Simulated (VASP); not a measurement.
Input:

```xyz
3
Lattice="0.0000 2.5101 2.5101 2.5101 0.0000 2.5101 2.5101 2.5101 0.0000" Properties=species:S:1:pos:R:3 pbc="T T T"
Hf     0.0000     0.0000     0.0000
O      1.2550     1.2550     1.2550
O      3.7651     3.7651     3.7651
```

The numbers are results of PBEsol GGA, VASP's PBE PAW potentials (set 64) (plane waves; VASP), not measurements. Run with 520 eV cut-off, Gaussian smearing of 0.050 eV, potentials Hf_pv O.

Unless said otherwise, spin-orbit coupling is left out, though it shifts the bands of the heavy elements here.

Problem. What does the run give for the band gap (along the path) with the smallest direct gap where there is one?

Solution. 
The band gap (along the path) is 3.75 eV and the smallest direct gap (along the path) is 3.75 eV.

Only differences to runs with the same potentials and settings are physical.

The structure comes from a measured HfO2 entry (Fm-3m) of the Crystallography Open Database, whose conditions weren't checked. It was relaxed first, which changed the volume by -5 %.
